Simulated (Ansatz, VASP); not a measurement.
# CeO2: VASP beside Ansatz, part 2 of 2

One calculation is typed for both programs; each brings its own data sets and cutoff. How far apart do they land? The cell is taken from a series of VASP runs on this material, whose earlier steps may have relaxed, scaled or displaced it; both programs get it as it stands.

VASP 6.6.1 and Ansatz 0.2.0.

So far: The structure; Ansatz: elastic constants, PBEsol.

### Step 3. VASP: elastic constants, PBEsol

Level of this step: PBEsol, no spin polarisation; plane waves and PAW (Ce, O) (VASP).

The same cell, functional, mesh and smearing now go to VASP, with its own data sets and cutoff.

Lines of VASP's logs that name or quote its potential files are left out, and so is its time.

INCAR

```
SYSTEM = CeO2
PREC = Accurate
ENCUT = 800
EDIFF = 1E-08
NELM = 100
ISMEAR = 0
SIGMA = 0.03
LREAL = .FALSE.
ALGO = Normal
GGA = PS
NBANDS = 18
LASPH = .TRUE.
LORBIT = 11
LWAVE = .FALSE.
LCHARG = .FALSE.
KPAR = 4
IBRION = 6
NFREE = 2
POTIM = 0.015
ISIF = 3
NSW = 1
```

POSCAR

```
CeO2
1.0
    0.0000000000      2.6989800391      2.6989800391
    2.6989800391      0.0000000000      2.6989800391
    2.6989800391      2.6989800391      0.0000000000
Ce O
1 2
Direct
    0.0000000000      0.0000000000      0.0000000000
    0.7500000000      0.7500000000      0.7500000000
    0.2500000000      0.2500000000      0.2500000000
```

KPOINTS

```
Automatic mesh
0
Gamma
8 8 8
0 0 0
```

PAW data sets: Ce and O (PBE family, release 64).

Command:

```sh
> mpirun -np 4 vasp_std
```

Numbers of over 12 decimals in the logs are rounded to 6 here.

Output:

```text
[banner, memory and clock lines left out]
running    4 mpi-ranks, on    1 nodes
 distrk:  each k-point on    1 cores,    4 groups
 distr:  one band on    1 cores,    1 groups

 POSCAR found type information on POSCAR CeO
 POSCAR found :  2 types and       3 ions
|                                                                             |
|               ----> ADVICE to this user running VASP <----                  |
|                                                                             |
|     You enforced a specific xc type in the INCAR file but a different       |
|     [... a line on the potential file left out ...]
|     I HOPE YOU KNOW WHAT YOU ARE DOING!                                     |
|                                                                             |

 LDA part: xc-table for (Slater+PW92), standard interpolation
 POSCAR, INCAR and KPOINTS ok, starting setup
 FFT: planning ... GRIDC
 FFT: planning ... GRID_SOFT
 FFT: planning ... GRID
 WAVECAR not read
 entering main loop
       N       E                     dE             d eps       ncg     rms          rms(c)
DAV:   1     0.260975583689E+03    0.26098E+03   -0.15129E+04  1044   0.245E+03
DAV:   2     0.213300311034E+02   -0.23965E+03   -0.21883E+03  1314   0.337E+02
DAV:   3    -0.304768459683E+02   -0.51807E+02   -0.46380E+02  1356   0.170E+02
DAV:   4    -0.325382892967E+02   -0.20614E+01   -0.20590E+01  1350   0.363E+01
DAV:   5    -0.326678788101E+02   -0.12959E+00   -0.12957E+00  1836   0.723E+00    0.311E+01
DAV:   6    -0.303681325250E+02    0.22997E+01   -0.64220E+01  1484   0.517E+01    0.225E+01
DAV:   7    -0.293148717242E+02    0.10533E+01   -0.69440E+01  1548   0.101E+02    0.207E+01
DAV:   8    -0.284850408433E+02    0.82983E+00   -0.28538E+00  1414   0.146E+01    0.130E+01
DAV:   9    -0.275642507046E+02    0.92079E+00   -0.48800E+00  1520   0.194E+01    0.227E+00
DAV:  10    -0.275616083701E+02    0.26423E-02   -0.25231E-01  1644   0.360E+00    0.101E+00
DAV:  11    -0.275584391134E+02    0.31693E-02   -0.33708E-02  1486   0.192E+00    0.164E+00
DAV:  12    -0.275551344335E+02    0.33047E-02   -0.43209E-02  1576   0.201E+00    0.462E-01
DAV:  13    -0.275513413642E+02    0.37931E-02   -0.51988E-02  1404   0.232E+00    0.517E-01
DAV:  14    -0.275518439768E+02   -0.50261E-03   -0.26521E-03  1766   0.291E-01    0.596E-01
DAV:  15    -0.275506503995E+02    0.11936E-02   -0.40806E-03  1312   0.739E-01    0.153E-01
DAV:  16    -0.275506368049E+02    0.13595E-04   -0.18428E-04  1610   0.964E-02    0.137E-01
DAV:  17    -0.275506178711E+02    0.18934E-04   -0.72475E-05  1468   0.766E-02    0.558E-02
DAV:  18    -0.275506153299E+02    0.25411E-05   -0.13474E-05  1602   0.262E-02    0.232E-02
DAV:  19    -0.275506112997E+02    0.40302E-05   -0.10203E-05  1534   0.354E-02    0.574E-03
DAV:  20    -0.275506109989E+02    0.30077E-06   -0.10641E-06  1644   0.937E-03    0.211E-03
DAV:  21    -0.275506109747E+02    0.24189E-07   -0.88405E-08  1616   0.223E-03    0.125E-03
DAV:  22    -0.275506109589E+02    0.15820E-07   -0.50328E-09   634   0.649E-04    0.963E-04
DAV:  23    -0.275506109634E+02   -0.45363E-08   -0.18044E-09   596   0.310E-04
   1 F= -.27550611E+02 E0= -.27550611E+02  d E =-.724471E-30
[... from here on, the cycles between the ionic steps are left out ...]
   2 F= -.27541236E+02 E0= -.27541236E+02  d E =-.254640E-15
  10 F= -.27548880E+02 E0= -.27548880E+02  d E =-.989074E-11
  11 F= -.27548880E+02 E0= -.27548880E+02  d E =-.121765E-10
  12 F= -.27548880E+02 E0= -.27548880E+02  d E =-.113727E-10
  13 F= -.27548880E+02 E0= -.27548880E+02  d E =-.121754E-10
  14 F= -.27549770E+02 E0= -.27549770E+02  d E =-.505392E-30
  15 F= -.27549770E+02 E0= -.27549770E+02  d E =-.502995E-30
  16 F= -.27549776E+02 E0= -.27549776E+02  d E =-.138196E-29
 Finite differences progress:
  Degree of freedom:   8/  8
  Displacement:        1/  2
  Total:              15/ 16
 bond charge predicted
       N       E                     dE             d eps       ncg     rms          rms(c)
DAV:   1    -0.275471602457E+02    0.26158E-02   -0.33432E+00  3476   0.126E+01    0.286E-01
DAV:   2    -0.275501827196E+02   -0.30225E-02   -0.39490E-02  4202   0.173E+00    0.294E-01
DAV:   3    -0.275499141057E+02    0.26861E-03   -0.29627E-03  5672   0.482E-01    0.183E-01
DAV:   4    -0.275498049323E+02    0.10917E-03   -0.15706E-03  5154   0.402E-01    0.735E-02
DAV:   5    -0.275497780951E+02    0.26837E-04   -0.22074E-04  5082   0.154E-01    0.231E-02
DAV:   6    -0.275497760226E+02    0.20725E-05   -0.19074E-05  5434   0.351E-02    0.113E-02
DAV:   7    -0.275497760750E+02   -0.52400E-07   -0.33212E-06  5024   0.157E-02    0.325E-03
DAV:   8    -0.275497760753E+02   -0.28513E-09   -0.63670E-07  5592   0.566E-03    0.944E-04
DAV:   9    -0.275497760902E+02   -0.14924E-07   -0.11972E-07  4704   0.295E-03    0.498E-04
DAV:  10    -0.275497760901E+02    0.90040E-10   -0.13185E-08  2116   0.131E-03
  17 F= -.27549776E+02 E0= -.27549776E+02  d E =-.704391E-30
 Finite differences progress:
  Degree of freedom:   8/  8
  Displacement:        2/  2
  Total:              16/ 16
```

Parts of OUTCAR (step 3):

```text
ion  position               nearest neighbor table
   1  0.000  0.000  0.000-   2 2.34   2 2.34   2 2.34   3 2.34   3 2.34   3 2.34   3 2.34   2 2.34

  LATTYP: Found a face centered cubic cell.
 ALAT       =     5.3979600782

 Subroutine GETGRP returns: Found 48 space group operations
 (whereof 48 operations were pure point group operations)

The static configuration has the point symmetry O_h .

 Found     29 irreducible k-points:

   k-points           NKPTS =     29   k-points in BZ     NKDIM =     29   number of bands    NBANDS=     18

   dimension x,y,z NGX =    36 NGY =   36 NGZ =   36
   dimension x,y,z NGXF=    72 NGYF=   72 NGZF=   72

   ENCUT  =  800.0 eV  58.80 Ry    7.67 a.u.   8.80  8.80  8.80*2*pi/ulx,y,z

   NELECT =      24.0000    total number of electrons

 k-points in reciprocal lattice and weights: Automatic mesh
   0.00000000  0.00000000  0.00000000       0.002
   0.12500000  0.00000000  0.00000000       0.016
   0.25000000  0.00000000  0.00000000       0.016
   0.37500000  0.00000000  0.00000000       0.016
   0.50000000  0.00000000  0.00000000       0.008
   0.12500000  0.12500000  0.00000000       0.012
   0.25000000  0.12500000  0.00000000       0.047
   0.37500000  0.12500000  0.00000000       0.047
   0.50000000  0.12500000  0.00000000       0.047
[...]
-0.37500000  0.50000000  0.12500000       0.023
  -0.25000000  0.50000000  0.25000000       0.012

 average (electrostatic) potential at core
       1 -76.9269       2 -67.9549       3 -67.9545

 E-fermi :   5.5231

 k-point     1 :       0.0000    0.0000    0.0000
  band No.  band energies     occupation
    ...
      8       1.3048      2.00000
      9       1.3199      2.00000
     10       4.6227      2.00000
     11       4.6394      2.00000
     12       4.6555      2.00000
     13       7.5868      0.00000
     14       7.5900      0.00000
     15       7.5931      0.00000
     16       7.8685      0.00000
     17       8.2746      0.00000
    ...

 k-point     2 :       0.1250    0.0000    0.0000
  band No.  band energies     occupation
    ...
      8       1.4535      2.00000
      9       1.7222      2.00000
     10       4.4836      2.00000
     11       4.5775      2.00000
     12       4.5973      2.00000
     13       7.5699      0.00000
     14       7.5741      0.00000
     15       7.5936      0.00000
     16       7.8869      0.00000
     17       8.1351      0.00000
    ...

 k-point     3 :       0.2500    0.0000    0.0000
  band No.  band energies     occupation
    ...
      8       1.7847      2.00000
      9       2.6737      2.00000
     10       4.2340      2.00000
     11       4.4773      2.00000
     12       4.4912      2.00000
     13       7.5180      0.00000
     14       7.5216      0.00000
     15       7.5970      0.00000
     16       7.7824      0.00000
     17       7.9958      0.00000
    ...

  Total        0.0160465      0.0133988      0.0133988      0.0000000     -0.0268076      0.0000000
  in kB        0.6538239      0.5459414      0.5459414      0.0000000     -1.0922926      0.0000000
  external PRESSURE =       0.5819022 kB  Pullay stress =       0.0000000 kB

  energy-cutoff  :      800.00
  volume of cell :       39.32
      direct lattice vectors                 reciprocal lattice vectors
     0.000000000  2.698980039  2.698980039    -0.185255168  0.185255168  0.185255168
     2.698980039  0.000000000  2.698980039     0.185255168 -0.185255168  0.185255168
     2.698980039  2.698980039  0.000000000     0.185255168  0.185255168 -0.185255168

 POSITION                                       TOTAL-FORCE (eV/Angst)
 -----------------------------------------------------------------------------------
      0.00000      0.00000      0.00000        -0.056099      0.000000      0.000000
      4.03347      4.04847      4.04847         0.111481      0.000000      0.000000
      1.34949      1.34949      1.34949        -0.055382     -0.000000     -0.000000
 -----------------------------------------------------------------------------------
    total drift:                                0.000014      0.000000      0.000000

  FREE ENERGIE OF THE ION-ELECTRON SYSTEM (eV)
  ---------------------------------------------------
  free  energy   TOTEN  =       -27.5497760901 eV

  energy  without entropy=      -27.5497760901  energy(sigma->0) =      -27.54977609

  SYMMETRIZED ELASTIC MODULI (kBar)
 Direction    XX          YY          ZZ          XY          YZ          ZX
 --------------------------------------------------------------------------------
 XX        3685.2700   1173.7285   1173.7285     -0.0000      0.0000     -0.0000
 YY        1173.7285   3685.2700   1173.7285     -0.0000     -0.0000     -0.0000
 ZZ        1173.7285   1173.7285   3685.2700      0.0000      0.0000      0.0000
 XY          -0.0000     -0.0000      0.0000    617.4882      0.0000     -0.0000
 YZ           0.0000     -0.0000      0.0000      0.0000    617.4882      0.0000
 ZX          -0.0000     -0.0000      0.0000     -0.0000      0.0000    617.4882
 --------------------------------------------------------------------------------

 Eigenvectors and eigenvalues of the dynamical matrix
 ----------------------------------------------------

   1 f  =   13.031424 THz    81.878851 2PiTHz  434.681514 cm-1    53.893615 meV
             X         Y         Z           dx          dy          dz
      0.000000  0.000000  0.000000    -0.000000    0.000000   -0.000000
      4.048470  4.048470  4.048470     0.704870   -0.056197    0.000000
      1.349490  1.349490  1.349490    -0.704870    0.056197   -0.000000

   2 f  =   13.031424 THz    81.878851 2PiTHz  434.681514 cm-1    53.893615 meV
             X         Y         Z           dx          dy          dz
      0.000000  0.000000  0.000000    -0.000000   -0.000000   -0.000000
      4.048470  4.048470  4.048470    -0.000000   -0.000000   -0.707107
      1.349490  1.349490  1.349490     0.000000    0.000000    0.707107

   3 f  =   13.031424 THz    81.878851 2PiTHz  434.681514 cm-1    53.893615 meV
             X         Y         Z           dx          dy          dz
      0.000000  0.000000  0.000000    -0.000000    0.000000   -0.000000
      4.048470  4.048470  4.048470     0.056197    0.704870   -0.000000
      1.349490  1.349490  1.349490    -0.056197   -0.704870    0.000000

   4 f  =    8.375634 THz    52.625661 2PiTHz  279.381083 cm-1    34.638824 meV
             X         Y         Z           dx          dy          dz
      0.000000  0.000000  0.000000    -0.426000    0.054635    0.034550
      4.048470  4.048470  4.048470     0.630879   -0.080911   -0.051166
      1.349490  1.349490  1.349490     0.630879   -0.080911   -0.051166

   5 f  =    8.375634 THz    52.625661 2PiTHz  279.381083 cm-1    34.638824 meV
             X         Y         Z           dx          dy          dz
      0.000000  0.000000  0.000000     0.047879    0.111950    0.413315
      4.048470  4.048470  4.048470    -0.070905   -0.165791   -0.612093
      1.349490  1.349490  1.349490    -0.070905   -0.165791   -0.612093

   6 f  =    8.375634 THz    52.625661 2PiTHz  279.381083 cm-1    34.638824 meV
             X         Y         Z           dx          dy          dz
      0.000000  0.000000  0.000000     0.043432    0.412477   -0.116754
      4.048470  4.048470  4.048470    -0.064320   -0.610851    0.172906
      1.349490  1.349490  1.349490    -0.064320   -0.610851    0.172906

   7 f/i=    0.002879 THz     0.018089 2PiTHz    0.096030 cm-1     0.011906 meV
             X         Y         Z           dx          dy          dz
      0.000000  0.000000  0.000000     0.758575    0.488613   -0.012884
      4.048470  4.048470  4.048470     0.256114    0.164968   -0.004350
      1.349490  1.349490  1.349490     0.256114    0.164968   -0.004350

   8 f/i=    0.002879 THz     0.018089 2PiTHz    0.096030 cm-1     0.011906 meV
             X         Y         Z           dx          dy          dz
      0.000000  0.000000  0.000000     0.097542   -0.128021    0.887942
      4.048470  4.048470  4.048470     0.032932   -0.043223    0.299791
      1.349490  1.349490  1.349490     0.032932   -0.043223    0.299791

   9 f/i=    0.002879 THz     0.018089 2PiTHz    0.096030 cm-1     0.011906 meV
             X         Y         Z           dx          dy          dz
      0.000000  0.000000  0.000000     0.478951   -0.747806   -0.160430
      4.048470  4.048470  4.048470     0.161706   -0.252477   -0.054165
      1.349490  1.349490  1.349490     0.161706   -0.252477   -0.054165

 ELASTIC MODULI CONTR FROM IONIC RELAXATION (kBar)
 Direction    XX          YY          ZZ          XY          YZ          ZX
 --------------------------------------------------------------------------------
 XX          -0.0000     -0.0000     -0.0000     -0.0000      0.0000     -0.0000
 YY          -0.0000     -0.0000     -0.0000     -0.0000      0.0000     -0.0000
 ZZ          -0.0000     -0.0000     -0.0000     -0.0000      0.0000     -0.0000
 XY          -0.0000     -0.0000     -0.0000    -23.3953     -0.0000     -0.0000
 YZ           0.0000      0.0000      0.0000     -0.0000    -23.3953     -0.0000
 ZX          -0.0000     -0.0000     -0.0000     -0.0000     -0.0000    -23.3953
 --------------------------------------------------------------------------------

 TOTAL ELASTIC MODULI (kBar)
 Direction    XX          YY          ZZ          XY          YZ          ZX
 --------------------------------------------------------------------------------
 XX        3685.2700   1173.7285   1173.7285     -0.0000      0.0000     -0.0000
 YY        1173.7285   3685.2700   1173.7285     -0.0000     -0.0000     -0.0000
 ZZ        1173.7285   1173.7285   3685.2700      0.0000      0.0000      0.0000
 XY          -0.0000     -0.0000      0.0000    594.0929     -0.0000     -0.0000
 YZ           0.0000     -0.0000      0.0000     -0.0000    594.0929     -0.0000
 ZX          -0.0000     -0.0000      0.0000     -0.0000     -0.0000    594.0929
 --------------------------------------------------------------------------------

 total charge
# of ion       s       p       d       f       tot
--------------------------------------------------
    1        2.015   5.793   0.918   0.964   9.689
    2        1.568   3.428   0.000   0.000   4.996
    3        1.568   3.428   0.000   0.000   4.996
--------------------------------------------------
tot          5.151  12.649   0.918   0.964  19.682

[... 3 further parts left out ...]
```

This run has no spin polarisation, so a moment on Ce, if there is one, isn't seen.

### Step 4. Side by side

Known differences besides the potentials themselves: the cutoff is 420 eV in Ansatz and 800 eV in VASP; Ansatz makes its cores anew for this functional, VASP keeps those of its PBE data sets. Total energies have different zeros and are not compared.

The two programs side by side:

| quantity | Ansatz | VASP | difference |
| --- | --- | --- | --- |
| C11 (GPa) | 358.6 | 368.5 | -2.68 % |
| C22 (GPa) | 358.6 | 368.5 | -2.68 % |
| C33 (GPa) | 358.6 | 368.5 | -2.68 % |
| C12 (GPa) | 109.5 | 117.4 | -6.71 % |
| C13 (GPa) | 109.5 | 117.4 | -6.71 % |
| C23 (GPa) | 109.5 | 117.4 | -6.71 % |
| C44 (GPa) | 59.4 | 59.4 | -0.10 % |
| C55 (GPa) | 59.4 | 59.4 | -0.10 % |
| C66 (GPa) | 59.4 | 59.4 | -0.10 % |

### Step 5. Results

```
difference in C12 (elastic constants, PBEsol) : -6.7 %
```

The difference in C12 is -6.7 % (elastic constants, PBEsol), beyond the 5 % picked in this series as the mark of a large difference. Such differences can come from data sets, numerical settings and the points named under the comparisons, not from the functional's error against experiment.

[Lines on the potential files, build, host, timing and source positions are cut from VASP's logs without a mark.]

[Logs are printed without paths, hosts, clocks, repeated set-up lines and the standing remarks that a program may print on its own settings, such as how far it seeks lower states.]

[Hosts, paths, dates, database ids (printed as entryN), source tags and the programs' standing remarks are cut or masked in the printed files.]
